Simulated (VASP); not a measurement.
# BiSbS4 (P1) in VASP: relaxation of cell and atoms with PBE

Aim: the relaxation of cell and atoms of BiSbS4 with PBE.

Everything below comes from runs of VASP 6.6.1. Logs are shortened: lines on timing, memory, paths and dates and some standing lists are left out, and cuts for length are marked.

**1. The structure**

The typed cell holds 12 atoms: a = 6.623 Å, b = 7.798 Å, c = 6.606 Å, α = 90.51°, β = 89.97°, γ = 89.39°.

The cell was built by a generator and needn't be a form met in nature.

**2. Relaxation of cell and atoms, PBE**

INCAR

```
PREC = Normal
ENCUT = 520
EDIFF = 1E-5
ISMEAR = 0
SIGMA = 0.15
LREAL = Auto
LASPH = True
NELM = 80
ALGO = Fast
ISIF = 3
LWAVE = False
LCHARG = False
GGA = PE
IBRION = 2
NSW = 110
EDIFFG = -0.03
ISYM = 0
KPAR = 4
```

KPOINTS

```
Automatic mesh
0
Gamma
  4 3 4
```

POSCAR

```
BiSbS4
1.0
    6.6230197300      0.0359731900      0.0336555600
    0.0413557500      7.7977359100     -0.0336250600
   -0.0294761900     -0.0303630500      6.6059997600
Sb Bi S
2 2 8
Direct
    0.9512321800      0.2003075900      0.0192642800
    0.9827859900      0.7909268600      0.9680367700
    0.9981137800      0.0110898300      0.5176230100
    0.9972793000      0.4797457000      0.4829718900
    0.7705111500      0.9850750000      0.1692920900
    0.7987075700      0.4963402000      0.1479269800
    0.2288493100      0.9821941600      0.8439100800
    0.2494798600      0.4751122600      0.8739305200
    0.1841792700      0.2647940900      0.2883854100
    0.2349722200      0.7499321300      0.3258102000
    0.8168505800      0.2638631600      0.7016593500
    0.7524942500      0.7637718100      0.7085730500
```

Potentials or basis: VASP PAW PBE potentials, release 64 (Sb, Bi_d, S).

Run with:

```console
$ cat potpaw_PBE.64/Sb/POTCAR potpaw_PBE.64/Bi_d/POTCAR potpaw_PBE.64/S/POTCAR > POTCAR
$ mpirun -np 4 vasp_std > vasp.out
```

OUTCAR:

```text
PREC = Normal
   ENCUT = 520
   EDIFF = 1E-5
   ISMEAR = 0
   LREAL = Auto
   LASPH = True
   NELM = 80
   ISIF = 3
   GGA = PE
   IBRION = 2
   NSW = 110
   EDIFFG = -0.03
   ISYM = 0

 ion  position               nearest neighbor table
   1  0.951  0.200  0.019-   5 2.30  11 2.33   9 2.41   6 2.64   7 2.74   8 3.09   2 3.21   3 3.63
                             3 3.63   4 3.76
   2  0.983  0.791  0.968-  12 2.30   7 2.37   5 2.44   6 2.88  10 2.91   8 3.07   1 3.21   3 3.45

   3  0.998  0.011  0.518-  11 2.59   7 2.65   5 2.76   9 2.80  12 2.84  10 2.85   2 3.45   1 3.63
                             1 3.63   4 3.66
   4  0.997  0.480  0.483-   9 2.43  11 2.54   6 2.58  10 2.85   8 3.08  12 3.10   3 3.66   1 3.76

   5  0.771  0.985  0.169-   1 2.30   2 2.44   3 2.76
   6  0.799  0.496  0.148-   4 2.58   1 2.64   2 2.88
   7  0.229  0.982  0.844-   2 2.37   3 2.65   1 2.74
   8  0.249  0.475  0.874-   2 3.07   4 3.08   1 3.09
   9  0.184  0.265  0.288-   1 2.41   4 2.43   3 2.80
  10  0.235  0.750  0.326-   3 2.85   4 2.85   2 2.91
  11  0.817  0.264  0.702-   1 2.33   4 2.54   3 2.59
  12  0.752  0.764  0.709-   2 2.30   3 2.84   4 3.10

IMPORTANT INFORMATION: All symmetrisations will be switched off!
NOSYMM: (Re-)initialisation of all symmetry stuff for point group C_1.

----------------------------------------------------------------------------------------

                                     Primitive cell

  volume of cell :     341.1551

  direct lattice vectors                    reciprocal lattice vectors
     6.623019730  0.035973190  0.033655560     0.150989457 -0.000797892  0.000670053
     0.041355750  7.797735910 -0.033625060    -0.000699567  0.128248591  0.000586345
    -0.029476190 -0.030363050  6.605999760    -0.000772806  0.000656860  0.151377112

  length of vectors
     6.623202934  7.797918072  6.606135299     0.150993052  0.128251840  0.151380510

  position of ions in fractional coordinates (direct lattice)
     0.951232180  0.200307590  0.019264280
     0.982785990  0.790926860  0.968036770
     0.998113780  0.011089830  0.517623010
     0.997279300  0.479745700  0.482971890
     0.770511150  0.985075000  0.169292090
     0.798707570  0.496340200  0.147926980
     0.228849310  0.982194160  0.843910080
     0.249479860  0.475112260  0.873930520
     0.184179270  0.264794090  0.288385410
     0.234972220  0.749932130  0.325810200
     0.816850580  0.263863160  0.701659350
     0.752494250  0.763771810  0.708573050

  ion indices of the primitive-cell ions
   primitive index   ion index
                 1           1
                 2           2
                 3           3
                 4           4
                 5           5
                 6           6
                 7           7
                 8           8
                 9           9
                10          10
                11          11
                12          12

----------------------------------------------------------------------------------------

 KPOINTS: Automatic mesh

Automatic generation of k-mesh.
 Grid dimensions read from file:
 generate k-points for:    4    3    4

 Generating k-lattice:

  Cartesian coordinates                     Fractional coordinates (reciprocal lattice)
     0.037747364 -0.000199473  0.000167513     0.250000000  0.000000000 -0.000000000
    -0.000233189  0.042749530  0.000195448     0.000000000  0.333333333 -0.000000000
    -0.000193202  0.000164215  0.037844278     0.000000000  0.000000000  0.250000000

  Length of vectors
     0.037748263  0.042750613  0.037845127

  Shift w.r.t. Gamma in fractional coordinates (k-lattice)
     0.000000000  0.000000000  0.000000000

 Subroutine IBZKPT returns following result:
 ===========================================

 Found     26 irreducible k-points:

 Following reciprocal coordinates:
            Coordinates               Weight
  0.000000  0.000000  0.000000      1.000000
  0.250000  0.000000  0.000000      2.000000
  0.500000  0.000000  0.000000      1.000000
  0.000000  0.333333 -0.000000      2.000000
  0.250000  0.333333  0.000000      2.000000
  0.500000  0.333333 -0.000000      2.000000
[... 16 lines left out ...]
  0.000000  0.333333  0.500000      2.000000
  0.250000  0.333333  0.500000      2.000000
 [... further k-points ...]
   k-points           NKPTS =     26   k-points in BZ     NKDIM =     26   number of bands    NBANDS=     52
   number of dos      NEDOS =    301   number of ions     NIONS =     12
   total plane-waves  NPLWV =  76800
   dimension x,y,z NGX =    40 NGY =   48 NGZ =   40
   dimension x,y,z NGXF=    80 NGYF=   96 NGZF=   80
   ions per type =               2   2   8
   NGX,Y,Z   is equivalent  to a cutoff of  10.04, 10.23, 10.07 a.u.
   NGXF,Y,Z  is equivalent  to a cutoff of  20.08, 20.47, 20.13 a.u.
 SYSTEM =  unknown system
   PREC   = normal    normal or accurate (medium, high low for compatibility)
   ISTART =      0    job   : 0-new  1-cont  2-samecut
   ICHARG =      2    charge: 1-file 2-atom 10-const
   ISPIN  =      1    spin polarized calculation?
   LNONCOLLINEAR =      F non collinear calculations
   LSORBIT =      F    spin-orbit coupling
   LASPH  =      T    aspherical Exc in radial PAW
   ENCUT  =  520.0 eV  38.22 Ry    6.18 a.u.  12.31 14.50 12.28*2*pi/ulx,y,z
   NELM   =     80;   NELMIN=  2; NELMDL= -5     # of ELM steps
   EDIFF  = 0.1E-04   stopping-criterion for ELM
   LREAL  =      T    real-space projection
   EDIFFG = -.3E-01   stopping-criterion for IOM
   NSW    =    110    number of steps for IOM
   IBRION =      2    ionic relax: 0-MD 1-quasi-New 2-CG
   NFREE  =      1    steps in history (QN), initial steepest desc. (CG)
   ISIF   =      3    stress and relaxation
   ISYM   =      0    0-nonsym 1-usesym 2-fastsym
   POTIM  = 0.5000    time-step for ionic-motion
   TEBEG  =    0.0;   TEEND  =   0.0 temperature during run
   PSTRESS=    0.0 pullay stress
   NELECT =      88.0000    total number of electrons
   NUPDOWN=      -1.0000    fix difference up-down
   EMIN   =  10.00;   EMAX   =-10.00  energy-range for DOS
   EFERMI =   0.00;   METHOD = LEGACY
   ISMEAR =     0;   SIGMA  =   0.15  broadening in eV -4-tet -1-fermi 0-gaus
   EFERMI_NEDOS =   21; number of points for ismear=-14 and -15
   IALGO  =     68    algorithm
   IMIX   =      4    mixing-type and parameters
     AMIX     =   0.40;   BMIX     =  1.00
     AMIX_MAG =   1.60;   BMIX_MAG =  1.00
  volume/ion in A,a.u.               =      28.43       191.85
  Fermi-wavevector in a.u.,A,eV,Ry     =   1.042122  1.969324 14.776167  1.086018
  Thomas-Fermi vector in A             =   2.176773
   LORBIT       =      0    0 simple, 1 ext, 2 COOP (PROOUT), +10 PAW based schemes
   GGA     = PE    functional components
   LHFCALC =     F    Hartree Fock is set to
   AEXX    =    0.0000 exact exchange contribution
   IVDW    =     0    specifies the selected vdW correction
   LEPSILON=     F    determine dielectric tensor
   LRPA    =     F    only Hartree local field effects (RPA)
 conjugate gradient relaxation of ions
 non-spin polarized calculation
 RMM-DIIS sequential band-by-band and
 Gauss-broadening in eV      SIGMA  =   0.15
  energy-cutoff  :      520.00
  volume of cell :      341.16
 maximum number of plane-waves:      9210
   NGX = 25   NGY = 29   NGZ = 25

--------------------------------------- Ionic step        1  -------------------------------------------

 number of electron      88.0000018 magnetization

 Free energy of the ion-electron system (eV)
  ---------------------------------------------------
  ext. energy  EPLUGINS =         0.00000000
  ---------------------------------------------------
  free energy    TOTEN  =       -46.20396463 eV

  energy without entropy =      -46.12311365  energy(sigma->0) =      -46.16353914

------------------------ aborting loop because EDIFF is reached ----------------------------------------

  FORCE on cell =-STRESS in cart. coord.  units (eV):
  Direction    XX          YY          ZZ          XY          YZ          ZX
  --------------------------------------------------------------------------------------
  -------------------------------------------------------------------------------------
  Total       11.8993806     12.8468480     18.2460423      1.5600084     -1.1392057      0.5286131
  in kB       55.8834350     60.3330559     85.6894615      7.3263162     -5.3500873      2.4825424
  external PRESSURE =      67.3019841 kB  Pullay stress =       0.0000000 kB
[... 119 lines left out ...]
  FREE ENERGIE OF THE ION-ELECTRON SYSTEM (eV)
  ---------------------------------------------------
  free  energy   TOTEN  =       -48.5224450962 eV

  energy  without entropy=      -48.4391975974  energy(sigma->0) =      -48.48082135

[... ionic steps 4 to 21 ...]

--------------------------------------- Ionic step       22  -------------------------------------------

 number of electron      87.9999999 magnetization

------------------------ aborting loop because EDIFF is reached ----------------------------------------

  FORCE on cell =-STRESS in cart. coord.  units (eV):
  Direction    XX          YY          ZZ          XY          YZ          ZX
  --------------------------------------------------------------------------------------
  -------------------------------------------------------------------------------------
  Total       -0.0556584      0.0155855      0.0458392      0.0818827     -0.0229017      0.0216754
  in kB       -0.2572978      0.0720486      0.2119056      0.3785272     -0.1058700      0.1002009
  external PRESSURE =       0.0088855 kB  Pullay stress =       0.0000000 kB
[... 77 lines left out ...]
  energy  without entropy=      -50.4291225705  energy(sigma->0) =      -50.43907739

--------------------------------------- Ionic step       24  -------------------------------------------

 number of electron      88.0000000 magnetization

 Free energy of the ion-electron system (eV)
  ---------------------------------------------------
  ext. energy  EPLUGINS =         0.00000000
  ---------------------------------------------------
  free energy    TOTEN  =       -50.44964286 eV

  energy without entropy =      -50.42966430  energy(sigma->0) =      -50.43965358

 E-fermi :   3.3748     XC(G=0):  -8.4384

 val. band max:        3.3122623249   @ k =   0.0000  -0.0000   0.5000
 cond. band min:       3.4146771002   @ k =   0.5000   0.0000   0.5000
 fundamental gap:      0.1024147752
 Fermi energy:         3.3748274807

 k-point     1 :       0.0000    0.0000    0.0000
  band No.  band energies     occupation
      1     -19.3686      2.00000
      2     -19.3511      2.00000
      3     -19.3318      2.00000
      4     -19.3263      2.00000
      5     -19.3228      2.00000
      6     -19.3135      2.00000
[... 1309 lines left out ...]
     51       6.8678      0.00000
     52       7.0569      0.00000

 [... further k-points ...]

------------------------ aborting loop because EDIFF is reached ----------------------------------------

  FORCE on cell =-STRESS in cart. coord.  units (eV):
  Direction    XX          YY          ZZ          XY          YZ          ZX
  --------------------------------------------------------------------------------------
  -------------------------------------------------------------------------------------
  Total        0.0016941      0.0413158      0.0531196     -0.0087787      0.0359126     -0.0312656
  in kB        0.0078331      0.1910393      0.2456188     -0.0405916      0.1660556     -0.1445683
  external PRESSURE =       0.1481637 kB  Pullay stress =       0.0000000 kB
[... 27 lines left out ...]
  FREE ENERGIE OF THE ION-ELECTRON SYSTEM (eV)
  ---------------------------------------------------
  free  energy   TOTEN  =       -50.4496428580 eV

  energy  without entropy=      -50.4296642953  energy(sigma->0) =      -50.43965358

 reached required accuracy - stopping structural energy minimisation
```

It took 15 min on 4 MPI ranks of Intel Xeon Platinum 8488C (Sapphire Rapids), shared host; peak memory 0.48 GiB.

Results:

| Quantity | Value |
| --- | --- |
| Free energy | -50.4496 eV |
| Relaxed volume | 28.88 Å³/atom |
| Relaxed cell | a = 6.678 Å, b = 7.631 Å, c = 6.800 Å, α = 90.05°, β = 90.40°, γ = 88.98° |
| Space group after relaxing (to 0.05 Å) | P-1 (No. 2) |
| Energy gained by relaxing | 353.8 meV/atom |
| Ionic steps | 24 |
| Pressure after relaxing | 0.0 GPa |
| Largest force after relaxing | 0.028 eV/Å |
| Band gap on the k mesh | none (metal or under the smearing width) |

Forces on the atoms (eV/Å):
```
Sb   0.013 -0.011  0.012
Sb   0.010 -0.007 -0.009
Bi   0.001 -0.005 -0.002
Bi  -0.005 -0.001  0.000
S   -0.004  0.005 -0.008
S    0.018  0.009 -0.010
S   -0.014 -0.013  0.005
S   -0.004  0.021 -0.007
S    0.009 -0.007  0.026
S    0.000 -0.007 -0.006
S   -0.010  0.017  0.002
S   -0.013 -0.002 -0.002
```

Step by step:
| step | energy change (eV) | largest force (eV/Å) | pressure (GPa) | volume (Å³) |
| --- | --- | --- | --- | --- |
| 1 | 0.0000 | 5.2282 | 6.73 | 341.16 |
| 2 | -1.9739 | 1.5268 | -5.66 | 403.49 |
| 3 | -2.3185 | 1.7821 | -3.24 | 382.89 |
| 4 | -3.3955 | 1.1208 | -1.51 | 362.56 |
| 5 | -3.6666 | 1.2697 | 0.61 | 348.38 |
| 6 | -3.9712 | 0.7299 | 0.25 | 347.48 |
| 7 | -4.0301 | 1.0289 | 0.17 | 346.89 |
| 8 | -4.1749 | 0.3422 | -0.37 | 348.56 |
| 9 | -4.1875 | 0.3293 | -0.52 | 349.19 |
| 10 | -4.2105 | 0.3432 | 0.60 | 343.48 |
| 11 | -4.2119 | 0.3166 | 0.38 | 344.56 |
| 12 | -4.2284 | 0.1736 | 0.08 | 346.27 |
| 13 | -4.2293 | 0.1797 | 0.00 | 346.79 |
| 14 | -4.2367 | 0.0890 | -0.13 | 347.39 |
| 15 | -4.2372 | 0.1130 | -0.13 | 347.55 |
| 16 | -4.2406 | 0.0844 | 0.11 | 346.13 |
| 17 | -4.2407 | 0.0899 | 0.15 | 345.86 |
| 18 | -4.2434 | 0.0520 | 0.05 | 346.49 |
| 19 | -4.2436 | 0.0626 | 0.03 | 346.65 |
| 20 | -4.2435 | 0.0785 | -0.06 | 346.96 |
| 21 | -4.2436 | 0.0802 | -0.06 | 346.79 |
| 22 | -4.2450 | 0.0607 | 0.00 | 346.58 |
| 23 | -4.2451 | 0.0606 | 0.00 | 346.55 |
| 24 | -4.2457 | 0.0281 | 0.01 | 346.50 |

Final structure:
```
Sb Bi S
1.0
     6.67821    0.05869    0.00858
     0.06943    7.63056   -0.00400
    -0.05609   -0.00223    6.80013
Sb Bi S
2 2 8
Direct
  0.99577 0.24683 0.00371
  0.99712 0.74691 0.00442
  0.99679 0.99772 0.50467
  0.99925 0.49754 0.50358
  0.77223 0.00001 0.14671
  0.77223 0.50049 0.14747
  0.22132 0.99352 0.86091
  0.22134 0.49241 0.86211
  0.22575 0.24290 0.29659
  0.22660 0.74382 0.29791
  0.76797 0.25081 0.70928
  0.76908 0.75020 0.71001
```

Caveat: spin-orbit coupling is left out, which moves the levels of the heavy elements.
